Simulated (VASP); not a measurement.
Method: PBE GGA, VASP's PBE PAW potentials (set 64) (plane waves; VASP).

VASP input:

**KPOINTS**
```
Automatic mesh
0
Gamma
  12 12 12
```

### POSCAR
```
ZrC
2.3970
  0.0000000000   1.0000000000   1.0000000000
  1.0000000000   0.0000000000   1.0000000000
  1.0000000000   1.0000000000   0.0000000000
Zr C
1 1
Cartesian
  0.0000000000   0.0000000000   0.0000000000
  1.0000000000   1.0000000000   1.0000000000
```

### INCAR
```
# general
SYSTEM =ZrC
PREC   =Accurate
ENCUT  =520   # plane-wave cut-off (eV)
LREAL  =.False.
LASPH  =.True.   # aspherical one-centre terms

# electronic loop
EDIFF  =1E-6   # SCF stop (eV)
NELM   =100   # most electronic steps
ALGO   =Normal
LMAXMIX=4

# smearing
ISMEAR =0
SIGMA  =0.02   # width (eV)

# functional
GGA    =PE   # PBE

# ions
ISIF   =2   # forces and stress, cell fixed

# output
LWAVE  =.False.
LCHARG =.False.
```

POTCAR, in this order: Zr_sv C (PBE.64 set). Program: vasp_std.

Output

### OSZICAR
```
       N       E                     dE             d eps       ncg     rms          rms(c)
DAV:   1     0.106771458206E+03    0.10677E+03   -0.88626E+03  1728   0.134E+03
DAV:   2    -0.170730771937E+02   -0.12384E+03   -0.11681E+03  2020   0.329E+02
DAV:   3    -0.227354684257E+02   -0.56624E+01   -0.55559E+01  2580   0.632E+01
DAV:   4    -0.229639210278E+02   -0.22845E+00   -0.22828E+00  2268   0.120E+01
DAV:   5    -0.229693022899E+02   -0.53813E-02   -0.53810E-02  2488   0.165E+00    0.189E+01
DAV:   6    -0.196013720531E+02    0.33679E+01   -0.17814E+01  1940   0.283E+01    0.706E+00
DAV:   7    -0.194299332997E+02    0.17144E+00   -0.94749E-01  2036   0.754E+00    0.514E+00
DAV:   8    -0.194166338412E+02    0.13299E-01   -0.16001E-01  1836   0.376E+00    0.124E+00
DAV:   9    -0.194132705383E+02    0.33633E-02   -0.29542E-02  2204   0.121E+00    0.445E-01
DAV:  10    -0.194136597977E+02   -0.38926E-03   -0.20219E-03  2036   0.575E-01    0.309E-01
DAV:  11    -0.194134678916E+02    0.19191E-03   -0.72687E-04  1932   0.216E-01    0.178E-02
DAV:  12    -0.194134674887E+02    0.40295E-06   -0.14239E-05  2448   0.381E-02    0.110E-02
DAV:  13    -0.194134670074E+02    0.48127E-06   -0.78274E-07  1144   0.767E-03
   1 F= -.19413467E+02 E0= -.19413390E+02  d E =-.153670E-03
```

**OUTCAR**
```
------------------------ aborting loop because EDIFF is reached ----------------------------------------
  FORCE on cell =-STRESS in cart. coord.  units (eV):
  Direction    XX          YY          ZZ          XY          YZ          ZX
  --------------------------------------------------------------------------------------
  Total       -1.7975313     -1.7975313     -1.7975313      0.0000000      0.0000000     -0.0000000
  in kB     -104.5569614   -104.5569614   -104.5569614      0.0000000      0.0000000     -0.0000000
  external PRESSURE =    -104.5569614 kB  Pullay stress =       0.0000000 kB
  volume of cell :       27.54
      direct lattice vectors                 reciprocal lattice vectors
     0.000000000  2.397000000  2.397000000    -0.208594076  0.208594076  0.208594076
     2.397000000  0.000000000  2.397000000     0.208594076 -0.208594076  0.208594076
     2.397000000  2.397000000  0.000000000     0.208594076  0.208594076 -0.208594076
 POSITION                                       TOTAL-FORCE (eV/Angst)
 -----------------------------------------------------------------------------------
      0.00000      0.00000      0.00000         0.000000      0.000000     -0.000000
      2.39700      2.39700      2.39700        -0.000000     -0.000000      0.000000
 -----------------------------------------------------------------------------------
    total drift:                                0.000000      0.000000      0.000000
  FREE ENERGIE OF THE ION-ELECTRON SYSTEM (eV)
  ---------------------------------------------------
  free  energy   TOTEN  =       -19.4134670074 eV

  energy  without entropy=      -19.4133133378  energy(sigma->0) =      -19.41339017
```
(Selected blocks of OUTCAR.)

The compound is ZrC in the rock salt structure. The cell was not relaxed at this level. The run is one of a series of settings (ISMEAR = 0, SIGMA = 0.02 against the base run), some of them coarse on purpose.
